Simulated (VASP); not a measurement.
```xyz
4
Lattice="4.1563 0.0000 0.0000 0.0000 4.1563 0.0000 0.0000 0.0000 4.1563" Properties=species:S:1:pos:R:3 pbc="T T T"
Sc     0.0000     0.0000     0.0000
Al     0.0000     2.0781     2.0781
Al     2.0781     0.0000     2.0781
Al     2.0781     2.0781     0.0000
```

The numbers are results of revTPSS meta-GGA, VASP's PBE PAW potentials (set 64) (plane waves; VASP), not measurements. Run with 520 eV cut-off, 8×8×8 Γ-centred mesh, first-order Methfessel-Paxton smearing of 0.10 eV, potentials Sc_sv Al.

Give the stress tensor in GPa (positive for a compressed cell).

```
-4.74   0.00   0.00
 0.00  -4.74   0.00
 0.00   0.00  -4.74
```
The pressure is its mean diagonal, -4.74 GPa.

The compound is Al3Sc in the L1_2 structure. This cell is one point of a volume scan, at 1.06 of the reference volume.
